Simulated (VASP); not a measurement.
Input:

```
AlNi
1.0
    2.89000     0.00000     0.00000
    0.00000     2.89000     0.00000
    0.00000     0.00000     2.89000
Al Ni
1 1
Direct
  0.50000   0.50000   0.50000
  0.00000   0.00000   0.00000
```

These are revPBE GGA, VASP's PBE PAW potentials (set 64) (plane waves; VASP 6.6.1) values and carry that method's errors. Settings: 520 eV cut-off, 11×11×11 Γ-centred mesh, first-order Methfessel-Paxton smearing of 0.10 eV, potentials Al Ni.

Energy and stress use the plane-wave basis of the starting cell.

The ions, cell shape and volume are relaxed. Predict the relaxed structure.

```
AlNi
1.0
    2.91119     0.00000     0.00000
    0.00000     2.91119     0.00000
    0.00000     0.00000     2.91119
Al Ni
1 1
Direct
  0.50000   0.50000   0.50000
  0.00000   0.00000   0.00000
```
Space group Pm-3m (221), at a tolerance of 0.03 Å.

How do energy and volume change from the first to the last step?

The energy (σ→0) changes by -2.9 meV/atom and the volume by +2.2 %, in 3 ionic steps.

| step | E(σ→0) (eV) | max force (eV/Å) | pressure (GPa) | volume (Å³) |
|---|---|---|---|---|
| 1 | -9.9046 | 0.000 | 3.57 | 24.14 |
| 2 | -9.9072 | 0.000 | -2.46 | 25.09 |
| 3 | -9.9104 | 0.000 | 0.09 | 24.67 |

The compound is NiAl in the CsCl type structure. This run relaxes it. Symmetry was kept, so distortions that lower it aren't found. The run is not spin-polarised, so no magnetic state was tried. The electron count is odd and the run is not spin-polarised, which forces a metal.
